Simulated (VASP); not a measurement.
A run of VASP 6.6.1 is set up as follows.

The input INCAR:

```
SYSTEM = Hf2SnS2
PREC     = Accurate       ! precision mode
ENCUT    = 600            ! plane-wave cutoff, eV
EDIFF    = 1E-6           ! SCF threshold, eV
ISMEAR   = 0              ! smearing method
SIGMA    = 0.1            ! smearing width, eV
LREAL    = .FALSE.        ! projectors in reciprocal space
LASPH    = .TRUE.         ! aspherical terms in the spheres
NELM     = 100            ! most SCF steps
ALGO     = Normal         ! electronic algorithm
ISIF     = 3              ! what is computed and relaxed
LWAVE    = .FALSE.        ! write WAVECAR
LCHARG   = .FALSE.        ! write CHGCAR
GGA      = PE             ! functional
IBRION   = 2              ! ionic algorithm
NSW      = 90             ! ionic steps
EDIFFG   = -0.04          ! ionic threshold
```

The input KPOINTS:

```
Automatic mesh
0
G
  6 6 4
  0 0 0
```

The input POSCAR:

```
Hf2SnS2
1.0
    4.3258632500      0.0000000000      0.0000000000
   -2.1629316300      3.7463074700      0.0000000000
    0.0000000000      0.0000000000      7.0774296600
Hf Sn S
2 1 2
Direct
    0.3333333300      0.6666666700      0.6330999700
    0.6666666700      0.3333333300      0.3669000300
    0.0000000000      0.0000000000      0.0000000000
    0.3333333300      0.6666666700      0.2381999900
    0.6666666700      0.3333333300      0.7618000100
```

Potentials or basis: VASP PAW PBE potentials, release 64 (Hf_pv, Sn_d, S).

Run with:

```sh
$ cat potpaw_PBE.64/Hf_pv/POTCAR potpaw_PBE.64/Sn_d/POTCAR potpaw_PBE.64/S/POTCAR > POTCAR
$ mpirun -np 1 vasp_std > vasp.out
```

Question: Predict the space group after relaxing (to 0.05 Å).

Answer: P-3m1 (No. 164).

Question: Estimate the band gap on the k mesh.

Answer: None (metal or under the smearing width).

Question: Estimate the relaxed volume.

Answer: 21.87 Å³/atom.

Question: Predict the relaxed cell.

Answer: a = 4.122 Å, b = 4.122 Å, c = 7.433 Å, α = 90.00°, β = 90.00°, γ = 120.00°.

Final structure:
```cif
data_structure
_symmetry_space_group_name_H-M 'P 1'
_symmetry_Int_Tables_number 1
_cell_length_a 4.1216
_cell_length_b 4.1216
_cell_length_c 7.4334
_cell_angle_alpha 90.000
_cell_angle_beta 90.000
_cell_angle_gamma 120.000
_cell_volume 109.36
loop_
_atom_site_label
_atom_site_type_symbol
_atom_site_fract_x
_atom_site_fract_y
_atom_site_fract_z
_atom_site_occupancy
Hf1 Hf 0.33333 0.66667 0.74850 1
Hf2 Hf 0.66667 0.33333 0.25150 1
Sn1 Sn 0.00000 0.00000 0.00000 1
S1 S 0.33333 0.66667 0.37648 1
S2 S 0.66667 0.33333 0.62352 1
```

Spin-orbit coupling is left out, which matters for the levels of Hf.
